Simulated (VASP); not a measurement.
Wanted: the native input for a VASP 6.6.1 run.

* Task: single point
* Functional: HSE(alpha, omega)
* Potentials or basis: VASP PAW PBE potentials, release 64 (Zn, Ga_d, P)
* Cutoff: 520 eV
* k mesh: 4 × 4 × 3
* Occupations: fermi-dirac, width 0.05 eV
* Spin: no spin polarisation
* Share of exact exchange: 0.15
* Grid for exact exchange (PRECFOCK): Fast
* Further INCAR settings: ALGO = Normal; EDIFF = 1e-06

ZnGaP:

```
Zn Ga P
1.0
     4.01594    0.00000    0.00000
    -2.00797    3.47791    0.00000
     0.00000    0.00000    4.40420
Zn Ga P
1 1 1
Direct
  0.00000 0.00000 0.50000
  0.66667 0.33333 0.00000
  0.33333 0.66667 0.50000
```

The cell was built by a generator and needn't be a form met in nature.

The input as run:

POSCAR

```
ZnGaP
1.0
    4.0159400000      0.0000000000      0.0000000000
   -2.0079700000      3.4779100000      0.0000000000
    0.0000000000      0.0000000000      4.4042000000
Zn Ga P
1 1 1
Direct
    0.0000000000      0.0000000000      0.5000000000
    0.6666700000      0.3333300000      0.0000000000
    0.3333300000      0.6666700000      0.5000000000
```

INCAR.step1

```
  PREC = Accurate
  ENCUT = 520
  EDIFF = 1E-5
  ISMEAR = -1
  SIGMA = 0.05
  LREAL = F
  LASPH = T
  NELM = 100
  ALGO = Normal
  ISIF = 2
  LWAVE = T
  LCHARG = F
  GGA = PE
```

INCAR.step2

```
  PREC = Accurate
  ENCUT = 520
  EDIFF = 1E-6
  ISMEAR = -1
  SIGMA = 0.05
  LREAL = F
  LASPH = T
  NELM = 100
  ALGO = Normal
  ISIF = 2
  LWAVE = F
  LCHARG = F
  GGA = PE
  LHFCALC = T
  HFSCREEN = 0.2
  AEXX = 0.15
  PRECFOCK = Fast
  ISTART = 1
```

KPOINTS

```
Automatic mesh
0
Gamma
  4 4 3
```

Potentials or basis: VASP PAW PBE potentials, release 64 (Zn, Ga_d, P).

The run is started by

```bash
$ cat potpaw_PBE.64/Zn/POTCAR potpaw_PBE.64/Ga_d/POTCAR potpaw_PBE.64/P/POTCAR > POTCAR
$ cp INCAR.step1 INCAR
$ mpirun -np 1 vasp_std > vasp.out
$ cp INCAR.step2 INCAR
$ mpirun -np 1 vasp_std > vasp.out
```

Results of the run:

```json
{"Pressure": "1.2 GPa", "Band gap on the k mesh": "0.17 eV, indirect (least direct gap 2.02 eV)"}
```

Caveat: the k mesh is coarse (spacing up to 0.48 Å⁻¹), so the values aren't converged, least of all with exact exchange; the PAW data sets were made with another functional, which shifts forces and pressure a little; an odd mesh through Γ misses points on the zone boundary, where band edges often lie.

It took 8 min on 1 thread of AMD EPYC 7R13 Processor (Zen 3), on a shared host, peak memory 0.27 GiB.
